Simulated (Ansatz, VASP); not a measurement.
## TePb in two plane-wave programs

Aim: how closely do two programs agree when they are given the same cell, functional and k mesh? The cell is taken from a series of runs on this material, whose earlier steps may have relaxed, scaled, displaced or heated it; both programs get it as it stands.

Calculated with Ansatz 0.2.0; plane waves, with VASP 6.6.1 beside it; relaxation of cell and atoms at LDA and zone-centre phonons at LDA.

## 1. The structure

Symmetry: Fm-3m, No. 225, cubic system. Conventional cell: a = 6.379 Å, b = 6.379 Å, c = 6.379 Å, α = 90.00°, β = 90.00°, γ = 90.00°. Nearest to Te lie 6 Pb at 3.19 Å. Nearest to Pb lie 6 Te at 3.19 Å. Farther neighbours and most contacts between anions are not listed.

## 2. VASP: relaxation of cell and atoms, LDA

The relaxed volume is the usual yardstick between codes: in a stiff, nearly cubic crystal its relative difference is about their pressure difference at one cell divided by the bulk modulus.

Lines of VASP's logs that name or quote its potential files are left out, and so is its time.

Contents of INCAR:

```
SYSTEM = TePb
PREC = Accurate
ENCUT = 500
EDIFF = 1E-07
NELM = 120
ISMEAR = 0
SIGMA = 0.01
LREAL = .FALSE.
ALGO = Normal
GGA = CA
NBANDS = 16
LORBIT = 11
LWAVE = .FALSE.
LCHARG = .FALSE.
ISIF = 3
IBRION = 2
NSW = 80
EDIFFG = -0.005
LASPH = .TRUE.
GGA_COMPAT = .FALSE.
NELMIN = 4
EFERMI = MIDGAP
KPAR = 2
```

Contents of POSCAR:

```
TePb
1.0
    0.0000000000      3.1893630000      3.1893630000
    3.1893630000      0.0000000000      3.1893630000
    3.1893630000      3.1893630000      0.0000000000
Te Pb
1 1
Direct
    0.5000000000      0.5000000000      0.5000000000
    0.0000000000      0.0000000000      0.0000000000
```

Contents of KPOINTS:

```
Automatic mesh
0
Gamma
10 10 10
0 0 0
```

PAW data sets: Te and Pb_d (LDA family, release 64).

Command:

```bash
$ mpirun -np 2 vasp_std
```

Numbers of over 12 decimals in the logs are rounded to 6 here.

Log:

```text
[banner, memory and clock lines left out]
running    2 mpi-ranks, on    1 nodes
 distrk:  each k-point on    1 cores,    2 groups
 distr:  one band on    1 cores,    1 groups

 POSCAR found type information on POSCAR TePb
 POSCAR found :  2 types and       2 ions
 LDA part: xc-table for (Slater(with rela. corr.)+CA(PZ))
 , standard interpolation
 POSCAR, INCAR and KPOINTS ok, starting setup
 FFT: planning ... GRIDC
 FFT: planning ... GRID_SOFT
 FFT: planning ... GRID
 WAVECAR not read
 entering main loop
       N       E                     dE             d eps       ncg     rms          rms(c)
DAV:   1     0.150671884247E+03    0.15067E+03   -0.90278E+03  1504   0.118E+03
DAV:   2     0.101976744474E+01   -0.14965E+03   -0.14618E+03  1600   0.310E+02
DAV:   3    -0.864030424135E+01   -0.96601E+01   -0.96292E+01  2072   0.842E+01
DAV:   4    -0.888068262826E+01   -0.24038E+00   -0.24034E+00  1864   0.156E+01
DAV:   5    -0.888990776380E+01   -0.92251E-02   -0.92251E-02  2216   0.252E+00    0.365E+00
DAV:   6    -0.878327286822E+01    0.10663E+00   -0.23497E-01  2200   0.377E+00    0.230E+00
DAV:   7    -0.877573946216E+01    0.75334E-02   -0.64592E-02  2032   0.136E+00    0.904E-01
DAV:   8    -0.877507925061E+01    0.66021E-03   -0.72431E-03  1928   0.855E-01    0.111E-01
DAV:   9    -0.877502564171E+01    0.53609E-04   -0.80453E-04  2312   0.274E-01    0.310E-02
DAV:  10    -0.877502306866E+01    0.25730E-05   -0.50736E-05  1936   0.547E-02    0.236E-02
DAV:  11    -0.877502390973E+01   -0.84107E-06   -0.10981E-05  2128   0.198E-02    0.791E-03
DAV:  12    -0.877502400729E+01   -0.97556E-07   -0.85417E-07  1968   0.997E-03
   1 F= -.87750240E+01 E0= -.87750240E+01  d E =-.877502E+01
 curvature:   0.00 expect dE= 0.000E+00 dE for cont linesearch  0.000E+00
 trial: gam= 0.00000 g(F)=  0.140E-60 g(S)=  0.135E-03 ort = 0.000E+00 (trialstep = 0.100E+01)
 search vector abs. value=  0.135E-03
 bond charge predicted
       N       E                     dE             d eps       ncg     rms          rms(c)
DAV:   1    -0.877687027553E+01   -0.18464E-02   -0.54968E-02  1928   0.384E+00    0.228E-01
DAV:   2    -0.877533400549E+01    0.15363E-02   -0.30361E-03  1952   0.935E-01    0.824E-02
DAV:   3    -0.877507293119E+01    0.26107E-03   -0.10729E-03  1984   0.504E-01    0.164E-02
DAV:   4    -0.877507355890E+01   -0.62771E-06   -0.18293E-05  1648   0.408E-02    0.130E-02
DAV:   5    -0.877507358154E+01   -0.22635E-07   -0.44461E-06  2120   0.202E-02    0.343E-03
DAV:   6    -0.877507349214E+01    0.89399E-07   -0.40234E-07  1720   0.104E-02
   2 F= -.87750735E+01 E0= -.87750735E+01  d E =-.494849E-04
 trial-energy change:   -0.000049  1 .order   -0.000042   -0.000135    0.000050
 step:   0.7697(harm=  0.7295)  dis= 0.00000  next Energy=    -8.775079 (dE=-0.552E-04)
 bond charge predicted
       N       E                     dE             d eps       ncg     rms          rms(c)
DAV:   1    -0.877517468079E+01   -0.10110E-03   -0.29053E-03  1920   0.879E-01    0.527E-02
DAV:   2    -0.877509298488E+01    0.81696E-04   -0.16164E-04  1952   0.216E-01    0.189E-02
DAV:   3    -0.877507920651E+01    0.13778E-04   -0.56695E-05  1976   0.116E-01    0.379E-03
DAV:   4    -0.877507924342E+01   -0.36908E-07   -0.96341E-07  1624   0.931E-03
   3 F= -.87750792E+01 E0= -.87750792E+01  d E =-.552361E-04
 curvature:  -0.36 expect dE=-0.212E-05 dE for cont linesearch -0.212E-05
 trial: gam= 0.00000 g(F)=  0.145E-60 g(S)=  0.595E-05 ort =-0.284E-04 (trialstep = 0.954E+00)
 search vector abs. value=  0.595E-05
 reached required accuracy - stopping structural energy minimisation
```

OUTCAR, selected parts (step 2):

```text
ion  position               nearest neighbor table
   1  0.500  0.500  0.500-   2 3.19   2 3.19   2 3.19   2 3.19   2 3.19   2 3.19
   2  0.000  0.000  0.000-   1 3.19   1 3.19   1 3.19   1 3.19   1 3.19   1 3.19

  LATTYP: Found a face centered cubic cell.
 ALAT       =     6.3787260000

 Subroutine GETGRP returns: Found 48 space group operations
 (whereof 48 operations were pure point group operations)

The static configuration has the point symmetry O_h .

 Found     47 irreducible k-points:

   k-points           NKPTS =     47   k-points in BZ     NKDIM =     47   number of bands    NBANDS=     16

   dimension x,y,z NGX =    36 NGY =   36 NGZ =   36
   dimension x,y,z NGXF=    72 NGYF=   72 NGZF=   72

   ENCUT  =  500.0 eV  36.75 Ry    6.06 a.u.   8.22  8.22  8.22*2*pi/ulx,y,z

   NELECT =      20.0000    total number of electrons

 k-points in reciprocal lattice and weights: Automatic mesh
   0.00000000  0.00000000  0.00000000       0.001
   0.10000000  0.00000000  0.00000000       0.008
   0.20000000  0.00000000  0.00000000       0.008
   0.30000000  0.00000000  0.00000000       0.008
   0.40000000  0.00000000  0.00000000       0.008
   0.50000000  0.00000000  0.00000000       0.004
   0.10000000  0.10000000  0.00000000       0.006
   0.20000000  0.10000000  0.00000000       0.024
   0.30000000  0.10000000  0.00000000       0.024
[...]
-0.30000000  0.40000000  0.20000000       0.024
  -0.30000000  0.50000000  0.20000000       0.012

 average (electrostatic) potential at core
       1 -88.8068       2 -91.3155

 E-fermi :   6.1862

 k-point     1 :       0.0000    0.0000    0.0000
  band No.  band energies     occupation
    ...
      6      -6.4655      2.00000
      7       0.3196      2.00000
      8       4.4129      2.00000
      9       4.4129      2.00000
     10       4.4129      2.00000
     11       9.9278      0.00000
     12       9.9278      0.00000
     13       9.9278      0.00000
     14      11.5967      0.00000
     15      11.5967      0.00000
    ...

 k-point     2 :       0.1000    0.0000    0.0000
  band No.  band energies     occupation
    ...
      6      -6.3750      2.00000
      7      -0.0031      2.00000
      8       4.4403      2.00000
      9       4.4403      2.00000
     10       4.6032      2.00000
     11       9.3667      0.00000
     12       9.5037      0.00000
     13       9.5037      0.00000
     14      11.4294      0.00000
     15      11.7934      0.00000
    ...

 k-point     3 :       0.2000    0.0000    0.0000
  band No.  band energies     occupation
    ...
      6      -6.1096      2.00000
      7      -0.7756      2.00000
      8       4.5251      2.00000
      9       4.5251      2.00000
     10       4.9933      2.00000
     11       8.3882      0.00000
     12       8.6701      0.00000
     13       8.6701      0.00000
     14      11.4925      0.00000
     15      12.3289      0.00000
    ...

  Total       -0.0090698     -0.0090698     -0.0090698     -0.0000000      0.0000000     -0.0000000
  in kB       -0.2234188     -0.2234188     -0.2234188     -0.0000000      0.0000000     -0.0000000
  external PRESSURE =      -0.2234188 kB  Pullay stress =       0.0000000 kB

  energy-cutoff  :      500.00
  volume of cell :       65.04
      direct lattice vectors                 reciprocal lattice vectors
    -0.000000000  3.191921049  3.191921049    -0.156645479  0.156645479  0.156645479
     3.191921049  0.000000000  3.191921049     0.156645479 -0.156645479  0.156645479
     3.191921049  3.191921049  0.000000000     0.156645479  0.156645479 -0.156645479

 POSITION                                       TOTAL-FORCE (eV/Angst)
 -----------------------------------------------------------------------------------
      3.19192      3.19192      3.19192         0.000000     -0.000000      0.000000
      0.00000      0.00000      0.00000        -0.000000      0.000000     -0.000000
 -----------------------------------------------------------------------------------
    total drift:                               -0.000000      0.000000      0.000000

  FREE ENERGIE OF THE ION-ELECTRON SYSTEM (eV)
  ---------------------------------------------------
  free  energy   TOTEN  =        -8.7750792434 eV

  energy  without entropy=       -8.7750792434  energy(sigma->0) =       -8.77507924

 reached required accuracy - stopping structural energy minimisation

 total charge
# of ion       s       p       d       tot
------------------------------------------
    1        1.383   2.004   0.022   3.409
    2        1.455   0.619   9.831  11.905
--------------------------------------------------
tot          2.838   2.623   9.853  15.314

[... 3 further parts left out ...]
```

## 3. Ansatz: relaxation of cell and atoms, LDA

Ansatz runs on its default PAW (the set named soft_2) files.

The same cell, functional (in two slightly different forms) and mesh now go to Ansatz, which takes its cutoff from its data sets.

Contents of input.yaml:

```yaml
crystal:
  lattice:
    - [0.0, 3.189363176, 3.189363176]
    - [3.189363176, 0.0, 3.189363176]
    - [3.189363176, 3.189363176, 0.0]
  atoms:
    - { symbol: Te, position: [0.5, 0.5, 0.5] }
    - { symbol: Pb, position: [0.0, 0.0, 0.0] }
kpoints:
  mp_grid: { grid: [10, 10, 10] }
hamiltonian:
  xc: lda
scf:
  occupations: { method: fixed }
output:
  forces: true
  stress: true
  eigenvalues: true
relax:
  adjacent_minimum: "off"
  f_tol: 0.001
  max_steps: 60
  cell: { stress_tol: 0.01 }
```

Command:

```bash
$ ansatz run input.yaml --threads 16 --pin off --max-ram 61440MiB --backend cuda --events-out ev --progress --plain --runs-dir out
```

Log:

```text
Engine: ansatz 0.2.0, aarch64-unknown-linux-gnu
Pseudopotentials: kind: paw
Pseudopotential: Te, paw, valence charge 16, recommended cutoff 420 eV (normal), Te.paw.azcp
Pseudopotential: Pb, paw, valence charge 14, recommended cutoff 420 eV (normal), Pb.paw.azcp
Functional definition: SPW92
  exchange = slater_x
  correlation = pw_c
[...]
Crystal: 2 atoms, lattice volume = 64.885 Å³
Basis set: ecut = 420 eV, 1243 PW (Γ)
Bands: 19, of which v1, the nominal top of the filled ones, is band 15 counted from 1 (14 counted from 0)
Symmetry: 48 space group operations
Space group: Fm-3m (ITA 225), of the structure as read, at distance tolerance 4.0e-5 Å
k-points: 47 of 1000
Non-local potential: Te, projectors of the file, l = 0: 2, l = 1: 2, l = 2: 2, l = 3: 2
Non-local potential: Pb, projectors of the file, l = 0: 2, l = 1: 2, l = 2: 2, l = 3: 2
PAW form: soft (Blöchl's): semilocal exchange-correlation on the pseudo side does not see the compensation charge
PAW frozen core: Te, regenerated for the run's functional, and the local potential with it (the file was generated under x = pbe(κ = 0.804, μ = 0.219515), c = pbe(β = 0.066725))
PAW frozen core: Pb, regenerated for the run's functional, and the local potential with it (the file was generated under x = pbe(κ = 0.804, μ = 0.219515), c = pbe(β = 0.066725))
PAW one-centre angular grid: Te, 590 points (default); XC on 64 Gauss nodes
PAW one-centre angular grid: Pb, 590 points (default); XC on 64 Gauss nodes
Initial density: superposition of atomic densities (neutral atoms: chi_scale 0, normalization atom), corrected by the library's trained network
Initial wavefunctions: pseudopotential atomic-orbital guess
[...]
Functional: x = slater, c = lda
SCF iter   1: F=—  HF=-18430.272212 eV  |F-HF|=—  |Δ(HF+E_count)|=         —  Δρ=4.49e-3  dr2=6.98e-3  ethr=1.77e-3  ⟨swp⟩=4.4  Hψ=4114  notcnv=0  defer=77
preconditioner: auto → none  [insulator: Δε(μ)=0.558 eV  Ē_g=14.740 eV  n_scr=14 (ndim 8)  ℏωp=20.6 eV  f_vac=0.011  ε∞_Penn≈3.0]
SCF iter   2: F=—  HF=-18430.269361 eV  |F-HF|=—  |Δ(HF+E_count)|=   2.85e-3  Δρ=1.71e-3  dr2=8.34e-4  ethr=2.33e-5  ⟨swp⟩=2.5  Hψ=1906  notcnv=0  defer=87
[...]
SCF iter   6: F=-18430.269311 eV  HF=-18430.269311 eV  |F-HF|=6.40e-10  |Δ(HF+E_count)|=   2.81e-8  Δρ=2.62e-6  dr2=3.10e-9  ethr=3.33e-10  ⟨swp⟩=8.3  Hψ=5168  notcnv=0
SCF 1 converged in 6 iterations: F = -18430.269311 eV  dr2 = 3.10e-9
  greatest PAW one-centre occupation: 0.999 electrons in one spin orbital (limit 2), on the Te atom at site 0 (counted from 0), in its partial waves of l = 2
relax step   1: F+E_penalty+E_count = -18430.26931128 eV  Δ(F+E_penalty+E_count) = +0.000e0 eV  max|allowed force component| = 6.893e-26 eV/Å  Δτ_max = 0.0000 Å  P = +0.026 GPa  Ω = 64.885 Å³  (6 SCF iters, dr2 threshold 1.00e-7 eV, accepted)
[...]
relax step   2: F+E_penalty+E_count = -18430.26930511 eV  Δ(F+E_penalty+E_count) = +6.171e-6 eV  max|allowed force component| = 1.551e-25 eV/Å  Δτ_max = 0.0000 Å  P = -0.011 GPa  Ω = 64.934 Å³  energy of the carried Pulay correction = -8.404e-6 eV  (3 SCF iters, dr2 threshold 1.67e-9 eV, accepted)
[...]
relax step   3: F+E_penalty+E_count = -18430.26930822 eV  Δ(F+E_penalty+E_count) = -3.108e-6 eV  max|allowed force component| = 1.484e-26 eV/Å  Δτ_max = 0.0000 Å  P = +0.000 GPa  Ω = 64.919 Å³  energy of the carried Pulay correction = -5.836e-6 eV  (3 SCF iters, dr2 threshold 3.24e-10 eV, accepted)
[...]
relax step   4: F+E_penalty+E_count = -18430.26931754 eV  Δ(F+E_penalty+E_count) = -9.321e-6 eV  max|allowed force component| = 1.031e-28 eV/Å  Δτ_max = 0.0000 Å  P = +0.000 GPa  Ω = 64.919 Å³  stress off target by 3.05e-5 GPa  SCF on the basis re-selected at this cell (its energy is not comparable with the rows above)  (4 SCF iters)
basis re-selected at this cell: Δ(F+E_penalty+E_count) = -9.321e-6 eV, ΔP = +0.000 GPa vs the last step (what re-selecting the basis moved, of the pressure what is left beyond the Pulay correction that the steps carried, after the strain that the cell walked since its last selection, with what the two solves' SCF thresholds leave and, on support functions, any second-order correction that the steps lacked; it is no m [...]
SCF converged after 4 iterations
Free energy (F): -18430.269318 eV
Harris-Foulkes:  -18430.269318 eV  (|F-HF|=7.28e-12)
Internal energy: -18430.269318 eV  (E = F + TS)
E sigma→0 (E₀):  -18430.269318 eV
Fermi energy:    8.974684 eV
--- Per-component energies (eV) ---
  E_band       = -310.191375
  E_kinetic    = 471.050345
  E_local      = -2338.706399  (includes V_loc(G=0)·N_el)
  E_nonlocal   = 49.440731
  E_hartree    = 1232.281997
  E_xc         = -343.919766
  E_vxc        = -239.487191  (∫ρ·V_xc dr)
  E_paw        = -14611.363606  (= ΣΔE_a)
  E_vpaw       = -717.052654  (= ΣTr[D̂ρ^β])
  E_aug_tail   = -0.000168  (compensation charges beyond the density's cutoff)
  E_ewald      = -2889.653399
  E_core_change = 0.600948  (= ΣΔE_core)
  E_smearing   = -0.000000  (= −TS)
  E_closure    = 0.000000  (closes the sum)
  Σ components = -18430.269318   (vs F -18430.269318, Δ=0.00e0)
--- Forces (eV/Å), atoms counted from 1 ---
  atom   1  Te     0.00000000    -0.00000000     0.00000000
  atom   2  Pb    -0.00000000    -0.00000000     0.00000000
  max |Σ_I F_I| component: 3.79e-28 eV/Å
--- Stress (GPa, compression-positive) ---
        0.000030      -0.000000      -0.000000
       -0.000000       0.000030      -0.000000
       -0.000000      -0.000000       0.000030
  P = ⅓ Tr σ = 0.0000 GPa (0.000 kbar)
--- Band table (eV; the first three rows and the last of 47) ---
  k-point 0: bands = [... 11 lower, 3.3394, 7.4988, 7.4988, 7.4988, 13.0171, 13.0171, 13.0171, 14.7436]
  k-point 1: bands = [... 11 lower, 3.0215, 7.5263, 7.5263, 7.6847, 12.4542, 12.5970, 12.5970, 14.5588]
  k-point 2: bands = [... 11 lower, 2.2573, 7.6116, 7.6116, 8.0681, 11.4717, 11.7655, 11.7655, 14.6118]
  k-point 46: bands = [... 11 lower, 0.8317, 4.6701, 5.1992, 8.1248, 11.0727, 13.5846, 14.7079, 15.3438]
--- Relaxed structure (3 steps of the walk, 3 accepted, 1 SCFs on fresh bases) ---
  F+E_penalty+E_count = -18430.26931754 eV   max|allowed force component| = 1.031e-28 eV/Å   (the final SCF, on the basis selected at the relaxed cell)
  cell:  # Å, volume = 64.9190 Å³
    - [0, 3.189926, 3.189926]
    - [3.189926, 0, 3.189926]
    - [3.189926, 3.189926, 0]
  atoms:
    - { symbol: Te, position: [0.5, 0.5, 0.5] }
    - { symbol: Pb, position: [0, 0, 0] }
```

In the SCF lines HF is the Harris–Foulkes energy and dr2 the Hartree energy of the density residual, in eV; the loop may stop once dr2 is under the threshold and the program's other checks hold. Hψ counts applications of the Hamiltonian.

## 4. Differences

Known differences besides the potentials themselves: the two LDA forms differ slightly; fixed occupations in Ansatz, narrow Gaussian smearing in VASP; the data sets hold 30 valence electrons in Ansatz (on its default PAW (the set named soft_2) files) and 20 in VASP; the cutoff is 420 eV in Ansatz and 500 eV in VASP; VASP's log shows a relativistic correction to its local exchange, Ansatz's none; Ansatz adds a Pulay correction to the stress that steers its cell, VASP none. Total energies have different zeros and are not compared.

Compared:

| quantity | Ansatz | VASP | difference |
| --- | --- | --- | --- |
| volume (Å³) | 64.92 | 65.04 | -0.19 % |
| edge a after relaxation, in the typed setting (Å) | 4.511 | 4.514 | -0.06 % |

[end of part 1 of 2]

[Lines on the potential files, build, host, timing and source positions are cut from VASP's logs without a mark.]

[Logs are printed without paths, hosts, clocks, repeated set-up lines and the standing remarks that a program may print on its own settings, such as how far it seeks lower states.]

[Hosts, paths, dates, database ids (printed as entryN), source tags and the programs' standing remarks are cut or masked in the printed files.]
